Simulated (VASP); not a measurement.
All values below come from rev-vdW-DF2, VASP's PBE PAW potentials (set 64) (plane waves; VASP 6.6.1).

Input for VASP

INCAR:
```
! general
SYSTEM    =  NiO
PREC      =  Accurate
ENCUT     =  520
LREAL     =  .False.
LASPH     =  .True.

! electronic loop
EDIFF     =  1E-6
NELM      =  100
ALGO      =  Normal
LMAXMIX   =  4

! smearing
ISMEAR    =  0
SIGMA     =  0.05

! functional
GGA       =  MK
LUSE_VDW  =  .True.
AGGAC     =  0.0
PARAM1    =  0.1234568
PARAM2    =  0.7114
ZAB_VDW   =  -1.8867

! spin
ISPIN     =  2
MAGMOM    =  2.0 -2.0 0.0 0.0

! ions
IBRION    =  2
NSW       =  60
ISIF      =  3
EDIFFG    =  -0.02

! output
LWAVE     =  .False.
LCHARG    =  .False.
LORBIT    =  10
```

KPOINTS:
```
Regular mesh
0
G
8 8 8
0 0 0
```

### POSCAR
```
NiO
1.0
  4.1176733786   2.0566918643   2.0566918643
  2.0566918643   4.1176733786   2.0566918643
  2.0566918643   2.0566918643   4.1176733786
Ni O
2 2
Cartesian
  0.0000000000   0.0000000000   0.0000000000
  4.1155285536   4.1155285536   4.1155285536
  2.0577642768   2.0577642768   2.0577642768
  6.1732928304   6.1732928304   6.1732928304
```

POTCAR, in this order: Ni O (PBE.64 set). Program: vasp_std.

Output

**OSZICAR**
```
       N       E                     dE             d eps       ncg     rms          rms(c)
DAV:   1     0.266784797500E+03    0.26678E+03   -0.15851E+04  5256   0.213E+03
DAV:   2     0.102347320382E+02   -0.25655E+03   -0.24047E+03  5356   0.414E+02
DAV:   3    -0.195144390029E+02   -0.29749E+02   -0.28371E+02  5960   0.160E+02
DAV:   4    -0.204435942540E+02   -0.92916E+00   -0.92431E+00  5892   0.300E+01
DAV:   5    -0.204699701568E+02   -0.26376E-01   -0.26363E-01  6340   0.473E+00    0.213E+01
DAV:   6    -0.174770855542E+02    0.29929E+01   -0.42372E+01  7860   0.109E+02    0.213E+01
DAV:   7    -0.161239828478E+02    0.13531E+01   -0.71002E+00  6576   0.811E+01    0.954E+00
DAV:   8    -0.163049079627E+02   -0.18093E+00   -0.22066E+00  5852   0.123E+01    0.628E+00
DAV:   9    -0.162383408994E+02    0.66567E-01   -0.11186E-01  7764   0.905E+00    0.122E+00
DAV:  10    -0.162486487573E+02   -0.10308E-01   -0.60121E-02  6564   0.307E+00    0.443E-01
DAV:  11    -0.162483932181E+02    0.25554E-03   -0.40296E-03  7108   0.174E+00    0.124E-01
DAV:  12    -0.162485917611E+02   -0.19854E-03   -0.13956E-03  7216   0.407E-01    0.663E-02
DAV:  13    -0.162486097091E+02   -0.17948E-04   -0.17140E-04  8692   0.183E-01    0.216E-02
DAV:  14    -0.162486000679E+02    0.96412E-05   -0.16972E-05  5744   0.583E-02    0.220E-02
DAV:  15    -0.162485966675E+02    0.34004E-05   -0.57984E-06  5668   0.382E-02    0.532E-03
DAV:  16    -0.162485938820E+02    0.27855E-05   -0.17609E-06  3156   0.157E-02    0.145E-03
DAV:  17    -0.162485929263E+02    0.95569E-06   -0.48989E-07  2700   0.819E-03
   1 F= -.16248593E+02 E0= -.16248593E+02  d E =-.162486E+02  mag=     0.0000
       N       E                     dE             d eps       ncg     rms          rms(c)
DAV:   1    -0.168537369823E+02   -0.60514E+00   -0.11933E+01  6424   0.513E+01    0.589E+00
DAV:   2    -0.163361301751E+02    0.51761E+00   -0.23633E+00  5904   0.327E+01    0.403E+00
DAV:   3    -0.162722825008E+02    0.63848E-01   -0.26685E-01  7672   0.122E+01    0.200E+00
DAV:   4    -0.162625091012E+02    0.97734E-02   -0.51768E-02  6976   0.342E+00    0.759E-01
DAV:   5    -0.162580161121E+02    0.44930E-02   -0.10366E-02  8728   0.189E+00    0.439E-01
DAV:   6    -0.162564079294E+02    0.16082E-02   -0.53389E-03  6352   0.125E+00    0.131E-01
DAV:   7    -0.162563572798E+02    0.50650E-04   -0.11073E-03  7320   0.302E-01    0.622E-02
DAV:   8    -0.162563477350E+02    0.95448E-05   -0.66708E-05  6256   0.187E-01    0.271E-02
DAV:   9    -0.162563492104E+02   -0.14754E-05   -0.22544E-05  5712   0.450E-02    0.814E-03
DAV:  10    -0.162563475080E+02    0.17024E-05   -0.59253E-06  5216   0.381E-02    0.133E-03
DAV:  11    -0.162563477093E+02   -0.20137E-06   -0.13282E-07  2680   0.454E-03
   2 F= -.16256348E+02 E0= -.16256348E+02  d E =-.775478E-02  mag=     0.0000
       N       E                     dE             d eps       ncg     rms          rms(c)
DAV:   1    -0.163734690379E+02   -0.11712E+00   -0.21281E+00  6288   0.214E+01    0.251E+00
DAV:   2    -0.162771017924E+02    0.96367E-01   -0.43753E-01  6416   0.124E+01    0.156E+00
DAV:   3    -0.162683054857E+02    0.87963E-02   -0.38805E-02  7616   0.475E+00    0.881E-01
DAV:   4    -0.162661201124E+02    0.21854E-02   -0.78719E-03  7000   0.150E+00    0.305E-01
DAV:   5    -0.162653447588E+02    0.77535E-03   -0.19565E-03  8808   0.824E-01    0.177E-01
DAV:   6    -0.162651064134E+02    0.23835E-03   -0.92458E-04  6528   0.524E-01    0.576E-02
DAV:   7    -0.162650766116E+02    0.29802E-04   -0.18538E-04  7776   0.132E-01    0.261E-02
DAV:   8    -0.162650849876E+02   -0.83760E-05   -0.11140E-05  6480   0.624E-02    0.989E-03
DAV:   9    -0.162650826024E+02    0.23852E-05   -0.21347E-06  3136   0.160E-02    0.289E-03
DAV:  10    -0.162650828879E+02   -0.28546E-06   -0.77344E-07  2656   0.852E-03
   3 F= -.16265083E+02 E0= -.16265083E+02  d E =-.164900E-01  mag=     0.0000
```

### OUTCAR
```
------------------------ aborting loop because EDIFF is reached ----------------------------------------
  FORCE on cell =-STRESS in cart. coord.  units (eV):
  Direction    XX          YY          ZZ          XY          YZ          ZX
  --------------------------------------------------------------------------------------
  Total       -0.0015633     -0.0015633     -0.0015633     -0.0423648     -0.0423648     -0.0423648
  in kB       -0.0697863     -0.0697863     -0.0697863     -1.8911655     -1.8911655     -1.8911655
  external PRESSURE =      -0.0697863 kB  Pullay stress =       0.0000000 kB
  volume of cell :       35.89
      direct lattice vectors                 reciprocal lattice vectors
     4.152122794  2.072213831  2.072213831     0.360704190 -0.120086084 -0.120086084
     2.072213831  4.152122794  2.072213831    -0.120086084  0.360704190 -0.120086084
     2.072213831  2.072213831  4.152122794    -0.120086084 -0.120086084  0.360704190
 POSITION                                       TOTAL-FORCE (eV/Angst)
 -----------------------------------------------------------------------------------
      0.00000      0.00000      0.00000        -0.000000      0.000000      0.000000
      4.14828      4.14828      4.14828         0.000000      0.000000      0.000000
      2.07414      2.07414      2.07414        -0.000000     -0.000000      0.000000
      6.22241      6.22241      6.22241         0.000000     -0.000000     -0.000000
 -----------------------------------------------------------------------------------
    total drift:                                0.000000     -0.000000     -0.000000
  FREE ENERGIE OF THE ION-ELECTRON SYSTEM (eV)
  ---------------------------------------------------
  free  energy   TOTEN  =       -16.2650828879 eV

  energy  without entropy=      -16.2650828879  energy(sigma->0) =      -16.26508289

 total charge

# of ion       s       p       d       tot
------------------------------------------
    1        0.335   0.413   8.297   9.045
    2        0.335   0.413   8.297   9.045
    3        1.557   3.410   0.000   4.967
    4        1.557   3.410   0.000   4.967
--------------------------------------------------
tot          3.785   7.645  16.595  28.025

 magnetization (x)

# of ion       s       p       d       tot
------------------------------------------
    1       -0.011  -0.014   1.305   1.280
    2        0.011   0.014  -1.305  -1.280
    3        0.000   0.000   0.000   0.000
    4        0.000   0.000   0.000   0.000
--------------------------------------------------
tot          0.000   0.000   0.000   0.000

 reached required accuracy - stopping structural energy minimisation
```
(Selected blocks of OUTCAR.)

### CONTCAR
```
NiO
   1.00000000000000
     4.1521227941390642    2.0722138308108784    2.0722138308108784
     2.0722138308108784    4.1521227941390642    2.0722138308108784
     2.0722138308108784    2.0722138308108784    4.1521227941390642
  Ni              O
     2     2
Direct
     0.0000000000000000    0.0000000000000000    0.0000000000000000
     0.5000000000000000    0.5000000000000000    0.5000000000000000
     0.2500000000000000    0.2500000000000000    0.2500000000000000
     0.7500000000000000    0.7500000000000000    0.7500000000000000
```

Energy and stress use the plane-wave basis of the starting cell.

The compound is NiO in the rock salt, AFM-II order structure. This run relaxes it. Symmetry was kept, so distortions that lower it aren't found. The start is the result of an earlier pass.
